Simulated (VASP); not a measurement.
Wanted: the native input for a VASP 6.6.1 run.

```
Task                   : relaxation of cell and atoms
Functional             : r2SCAN
Potentials or basis    : VASP PAW PBE potentials, release 64 (Si, C)
Cutoff                 : 600 eV
k mesh                 : 10 × 10 × 10
Occupations            : gaussian, width 0.02 eV
Spin                   : no spin polarisation
Further INCAR settings : ALGO = Normal; EDIFF = 1e-07; IBRION = 2; EDIFFG = -0.004; NSW = 80; ISIF = 3
```

The structure of SiC lies in POSCAR:

```
SiC
1.0
    0.0000000000      2.1790000000      2.1790000000
    2.1790000000      0.0000000000      2.1790000000
    2.1790000000      2.1790000000      0.0000000000
Si C
1 1
Direct
    0.0000000000      0.0000000000      0.0000000000
    0.2500000000      0.2500000000      0.2500000000
```

One way to write it, as run:

INCAR

```
ALGO = Normal
EDIFF = 1E-7
EDIFFG = -0.004
ENCUT = 600
IBRION = 2
ISIF = 3
ISMEAR = 0
LASPH = True
LCHARG = False
LMIXTAU = True
LREAL = False
LWAVE = False
METAGGA = R2SCAN
NELM = 80
NSW = 80
PREC = Accurate
SIGMA = 0.02
```

KPOINTS

```
k-points
0
Gamma
  10 10 10
```

Potentials or basis: VASP PAW PBE potentials, release 64 (Si, C).

Command:

```bash
$ cat potpaw_PBE.64/Si/POTCAR potpaw_PBE.64/C/POTCAR > POTCAR
$ mpirun -np 1 vasp_std > vasp.out
```

Results of the run:

```yaml
Relaxed_volume: 10.32 Å³/atom
Relaxed_cell: a = 3.079 Å, b = 3.079 Å, c = 3.079 Å, α = 60.00°, β = 60.00°, γ = 60.00°
Space_group_after_relaxing_to_0.05_Å: F-43m (No. 216)
Energy_gained_by_relaxing: 0.1 meV/atom
Ionic_steps: 3
Pressure_after_relaxing: 0.0 GPa
Band_gap_on_the_k_mesh: 1.72 eV, indirect (least direct gap 5.06 eV)
```

Caveat: the PAW data sets were made with another functional, which shifts forces and pressure a little.

It took 88 s on 1 thread of Intel(R) Xeon(R) Platinum 8488C (Sapphire Rapids) (shared host), peak memory 0.16 GiB.
